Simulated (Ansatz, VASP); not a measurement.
# HPbNO4 in VASP and in Ansatz

```
H Pb N O
1.0
     4.12040   -0.00081   -0.01120
     0.00404    6.42722    0.05360
     0.02791    3.20707    7.74994
H Pb N O
2 2 2 8
Cartesian
  3.7380 2.9684 3.7875
  1.6795 6.6644 4.0009
  1.6467 4.2515 5.4933
  3.6983 5.3813 2.2951
  2.6193 1.9491 1.6102
  0.5769 7.6848 6.1852
  3.7590 3.8553 4.2210
  2.2235 3.1363 1.5259
  2.2071 1.0645 0.8217
  3.4590 1.6183 2.5274
  1.6973 5.7776 3.5672
  0.1804 6.4980 6.2725
  0.1698 8.5703 6.9754
  1.4117 8.0143 5.2631
```

The cell was built by a generator and needn't be a form met in nature.

Alike in both runs: task atomic charges; functional PBE; k mesh 7 × 5 × 4; occupations fermi-dirac, width 0.05 eV; no spin polarisation.

|  | VASP | Ansatz |
| --- | --- | --- |
| version | VASP 6.6.1 | Ansatz 0.2.0 |
| potentials or method | VASP PAW PBE potentials, release 64 (H, Pb_d, N, O) | Ansatz PAW |
| plane-wave cutoff (eV) | 520 | 420 |
| valence electrons in the cell | 88 | 88 |

|  | VASP | Ansatz | Ansatz less VASP |
| --- | --- | --- | --- |
| gap on the k mesh at the Fermi level (eV) | 3.27 | 3.30 | +0.027 |
| least direct gap on the mesh (eV) | 3.36 | 3.39 | +0.028 |
| pressure (GPa) | 0.6 | 0.0 | -0.59 |
| largest component of the traceless stress (GPa) | 0.52 | 0.02 | -0.500 |
| rms of the force components (eV/Å) | 0.148 | 0.002 | -0.1465 |

Atom by atom the forces differ by 0.148 eV/Å (rms over components). One of these differences is far larger than is usual between the two programs; its cause wasn't traced. The functional is the same, so the differences come from potentials, cutoffs and numerics.

Caveats: spin-orbit coupling is left out, which as a rule narrows the gap of such compounds by several tenths of an eV; the standard files for N, O and F lose accuracy on very short bonds (VASP); an odd mesh through Γ misses points on the zone boundary, where band edges often lie (VASP); odd divisions of the mesh miss points on the zone boundary, where band edges often lie, so the gap on the mesh can be too wide (Ansatz); the pressure holds a Pulay correction of +0.6 GPa for the finite cutoff (Ansatz).
